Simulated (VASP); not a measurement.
Method: PBEsol GGA, VASP's PBE PAW potentials (set 64) (plane waves; VASP).

VASP ran on this input.

File KPOINTS:
```
Automatic mesh
0
Gamma
10 7 1
0 0 0
```

### INCAR
```
# general
SYSTEM  = FeAl(110) slab
PREC    = Normal
ENCUT   = 400
LREAL   = F
LASPH   = T

# electronic loop
EDIFF   = 1E-6
NELM    = 100
NELMIN  = 4
ALGO    = Normal
LMAXMIX = 4

# smearing
ISMEAR  = 1
SIGMA   = 0.1

# functional
GGA     = PS

# output
LWAVE   = F
LCHARG  = F
LORBIT  = 11
LVHAR   = T

# other
LDIPOL  = T
IDIPOL  = 3
DIPOL   = 0.5 0.5 0.5
```

POSCAR:
```
FeAl(110) slab
1
    2.8400422482     0.0000000000     0.0000000000
    0.0000000000     4.0164258098     0.0000000000
    0.0000000000     0.0000000000    24.6804590205
Al Fe
5 5
Direct
  0.5000000000   0.0000000000   0.3344238301
  0.5000000000   0.5000000000   0.4199904126
  0.5000000000   0.0000000000   0.5000000000
  0.5000000000   0.5000000000   0.5800095874
  0.5000000000   0.0000000000   0.6655761699
  1.0000000000   0.5000000000   0.3402427843
  1.0000000000   0.0000000000   0.4176211615
  1.0000000000   0.5000000000   0.5000000000
  1.0000000000   0.0000000000   0.5823788385
  0.0000000000   0.5000000000   0.6597572157
```

POTCAR, in this order: Al Fe (PBE.64 set). Program: vasp_std. Read from the step before: WAVECAR.

Output

File OUTCAR:
```
 ion  position               nearest neighbor table
   1  0.500  0.000  0.334-   6 2.46   6 2.46   6 2.46   6 2.46   7 2.50   7 2.50   2 2.91   2 2.91
  LATTYP: Found a simple orthorhombic cell.
 ALAT       =     2.8400422482
 B/A-ratio  =     1.4142134021
 C/A-ratio  =     8.6901731959
 Subroutine PRICEL returns:
 Original cell was already a primitive cell.
 Subroutine GETGRP returns: Found  8 space group operations
The static configuration has the point symmetry D_2h.
The dynamic configuration has the point symmetry D_2h.
 Subroutine INISYM returns: Found  8 space group operations
 Subroutine IBZKPT returns following result:
 Found     24 irreducible k-points:

 Following reciprocal coordinates:
            Coordinates               Weight
  0.000000  0.000000  0.000000      1.000000
  0.100000  0.000000  0.000000      2.000000
  0.200000  0.000000  0.000000      2.000000
  0.300000  0.000000  0.000000      2.000000
  0.400000  0.000000  0.000000      2.000000
  0.500000  0.000000  0.000000      1.000000
  0.000000  0.142857  0.000000      2.000000
  0.100000  0.142857  0.000000      4.000000
  0.200000  0.142857  0.000000      4.000000
  0.300000  0.142857  0.000000      4.000000
  0.400000  0.142857  0.000000      4.000000
  0.500000  0.142857  0.000000      2.000000
  0.000000  0.285714  0.000000      2.000000
  0.100000  0.285714  0.000000      4.000000
  0.200000  0.285714  0.000000      4.000000
  0.300000  0.285714  0.000000      4.000000
  0.400000  0.285714  0.000000      4.000000
  0.500000  0.285714  0.000000      2.000000
  0.000000  0.428571  0.000000      2.000000
  0.100000  0.428571  0.000000      4.000000
  0.200000  0.428571  0.000000      4.000000
  0.300000  0.428571  0.000000      4.000000
  0.400000  0.428571  0.000000      4.000000
...
```

### OSZICAR
```
       N       E                     dE             d eps       ncg     rms          rms(c)
DAV:   1    -0.647866082527E+02   -0.64787E+02   -0.88407E-02  3030   0.287E+00    0.252E+00
DAV:   2    -0.689603691851E+02   -0.41738E+01   -0.24873E+01  2982   0.527E+01    0.264E+01
DAV:   3    -0.647834180950E+02    0.41770E+01   -0.10668E+01  2833   0.375E+01    0.372E+00
DAV:   4    -0.647753567940E+02    0.80613E-02   -0.65821E-01  2586   0.818E+00    0.205E+00
DAV:   5    -0.647631397146E+02    0.12217E-01   -0.89717E-02  2461   0.321E+00    0.220E-01
DAV:   6    -0.647639115211E+02   -0.77181E-03   -0.92344E-03  2329   0.108E+00    0.172E-01
DAV:   7    -0.647637279250E+02    0.18360E-03   -0.20733E-03  2387   0.536E-01    0.111E-01
DAV:   8    -0.647637232574E+02    0.46676E-05   -0.62437E-05  2301   0.859E-02    0.106E-01
DAV:   9    -0.647637092234E+02    0.14034E-04   -0.15977E-05  2165   0.413E-02    0.763E-02
DAV:  10    -0.647637086500E+02    0.57341E-06   -0.23251E-05  2372   0.431E-02    0.332E-02
DAV:  11    -0.647637108265E+02   -0.21765E-05   -0.13581E-05  1551   0.351E-02    0.585E-03
DAV:  12    -0.647637128413E+02   -0.20148E-05   -0.15866E-06  1067   0.104E-02    0.421E-03
DAV:  13    -0.647637139568E+02   -0.11154E-05   -0.43303E-07   864   0.672E-03    0.223E-03
DAV:  14    -0.647637159814E+02   -0.20246E-05   -0.40112E-07   873   0.459E-03    0.150E-03
DAV:  15    -0.647637165377E+02   -0.55629E-06   -0.19048E-07   847   0.577E-03
   1 F= -.64763717E+02 E0= -.64763087E+02  d E =-.188966E-02
```

File OUTCAR:
```
------------------------ aborting loop because EDIFF is reached ----------------------------------------
  FORCE on cell =-STRESS in cart. coord.  units (eV):
  Direction    XX          YY          ZZ          XY          YZ          ZX
  --------------------------------------------------------------------------------------
  Total       -5.0143196     -3.3413646      0.0373891      0.0000000      0.0000000      0.0000000
  in kB      -28.5367696    -19.0158906      0.2127834      0.0000000      0.0000000      0.0000000
  external PRESSURE =     -15.7799589 kB  Pullay stress =       0.0000000 kB
  volume of cell :      281.53
      direct lattice vectors                 reciprocal lattice vectors
     2.840042248  0.000000000  0.000000000     0.352107438  0.000000000  0.000000000
     0.000000000  4.016425810  0.000000000     0.000000000  0.248977585  0.000000000
     0.000000000  0.000000000 24.680459020     0.000000000  0.000000000  0.040517885
 POSITION                                       TOTAL-FORCE (eV/Angst)
 -----------------------------------------------------------------------------------
      1.42002      0.00000      8.25373        -0.000000      0.000000     -0.025894
      1.42002      2.00821     10.36556        -0.000000      0.000000      0.015353
      1.42002      0.00000     12.34023        -0.000000      0.000000      0.000000
      1.42002      2.00821     14.31490        -0.000000      0.000000     -0.015353
      1.42002      0.00000     16.42673        -0.000000      0.000000      0.025894
      0.00000      2.00821      8.39735         0.000000      0.000000     -0.015672
      0.00000      0.00000     10.30708        -0.000000      0.000000      0.014290
      0.00000      2.00821     12.34023        -0.000000      0.000000      0.000000
      0.00000      0.00000     14.37338        -0.000000      0.000000     -0.014290
      0.00000      2.00821     16.28311        -0.000000      0.000000      0.015672
 -----------------------------------------------------------------------------------
    total drift:                                0.000000     -0.000000      0.000000
  FREE ENERGIE OF THE ION-ELECTRON SYSTEM (eV)
  ---------------------------------------------------
  free  energy   TOTEN  =       -64.7637165377 eV

  energy  without entropy=      -64.7618268776  energy(sigma->0) =      -64.76308665

 total charge

# of ion       s       p       d       tot
------------------------------------------
    1        0.430   0.398   0.000   0.828
    2        0.408   0.457   0.000   0.865
    3        0.400   0.448   0.000   0.848
    4        0.408   0.457   0.000   0.865
    5        0.430   0.398   0.000   0.828
    6        0.431   0.423   6.455   7.309
    7        0.446   0.518   6.509   7.473
    8        0.451   0.544   6.538   7.533
    9        0.446   0.518   6.509   7.473
   10        0.431   0.423   6.455   7.309
--------------------------------------------------
tot          4.282   4.583  32.467  41.332
```
(Selected blocks of OUTCAR.)

The cell is a thin slab with vacuum, built from FeAl (CsCl type): (110) face. The run is not spin-polarised, so no magnetic state was tried.
